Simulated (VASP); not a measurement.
Data:

```xyz
2
Lattice="0.0000 2.3536 2.3536 2.3536 0.0000 2.3536 2.3536 2.3536 0.0000" Properties=species:S:1:pos:R:3 pbc="T T T"
Cd     0.0000     0.0000     0.0000
O      2.3536     2.3536     2.3536
```

Calculation: PBEsol GGA, VASP's PBE PAW potentials (set 64) (plane waves; VASP). Numerical set-up: 520 eV cut-off, 13×13×13 Γ-centred mesh, first-order Methfessel-Paxton smearing of 0.10 eV, potentials Cd O.

Predict the energy per atom (σ→0), band gap (on the k-mesh) with the smallest direct gap where there is one.

```
Item                                                         Value
------------------------  ----------------------------------------
band gap (on the k-mesh)  none (metal, semimetal or under 0.01 eV)
energy per atom (σ→0)                               -4.252 eV/atom
```

The compound is CdO in the rock salt structure. It was relaxed first.
